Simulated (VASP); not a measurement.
Crystal: Ti2Ge5Ru.

```
Ti Ge Ru
1.0
     4.32123    0.00000    0.00000
    -2.16061    3.74229    0.00000
     0.00000    0.00000    8.73510
Ti Ge Ru
2 5 1
Direct
  0.33333 0.66667 0.00000
  0.66667 0.33333 0.00000
  0.33333 0.66667 0.72868
  0.66667 0.33333 0.72868
  0.66667 0.33333 0.27132
  0.33333 0.66667 0.27132
  0.00000 0.00000 0.00000
  0.00000 0.00000 0.50000
```

The cell was built by a generator and needn't be a form met in nature.

```yaml
Program: VASP 6.6.1
Task: relaxation of cell and atoms
Functional: PBE
Potentials_or_basis: VASP PAW PBE potentials, release 64 (Ti_sv, Ge_d, Ru_pv)
Cutoff: 520 eV
k_mesh: 5 × 5 × 2
Occupations: gaussian, width 0.15 eV
Spin: no spin polarisation
```

At the start: pressure 13.4 GPa; volume 17.66 Å³/atom.

Question: Where does the relaxation end?

Answer: Over 13 steps the energy falls by 444.8 meV/atom and the volume is 17.94 Å³/atom (+1.6 %); space group P6/mmm (No. 191, to 0.05 Å).

Step by step:
```csv
step,energy change (eV),largest force (eV/Å),pressure (GPa),volume (Å³)
1,0.0000,3.3160,13.41,141.26
2,-1.3847,0.8663,-7.65,173.66
3,-1.5620,1.2653,-3.92,164.25
4,-2.1596,1.2362,-3.62,158.32
5,-3.3903,0.6795,2.03,141.09
6,-3.2974,0.2269,7.09,134.18
7,-3.4095,0.4349,4.58,138.56
8,-3.3104,0.6570,-1.11,148.33
9,-3.5319,0.0317,1.08,142.15
10,-3.5339,0.0789,0.75,142.82
11,-3.5343,0.0258,1.96,142.63
12,-3.5358,0.0680,0.27,142.73
13,-3.5588,0.0448,0.38,143.55
```

Final structure:
```
CELL_PARAMETERS angstrom
4.50206 0.00000 0.00000
-2.25103 3.89890 0.00000
0.00000 0.00000 8.17787
ATOMIC_POSITIONS crystal
Ti 0.33333 0.66667 0.00000
Ti 0.66667 0.33333 0.00000
Ge 0.33333 0.66667 0.66830
Ge 0.66667 0.33333 0.66830
Ge 0.66667 0.33333 0.33170
Ge 0.33333 0.66667 0.33170
Ge 0.00000 0.00000 0.00000
Ru 0.00000 0.00000 0.50000
```
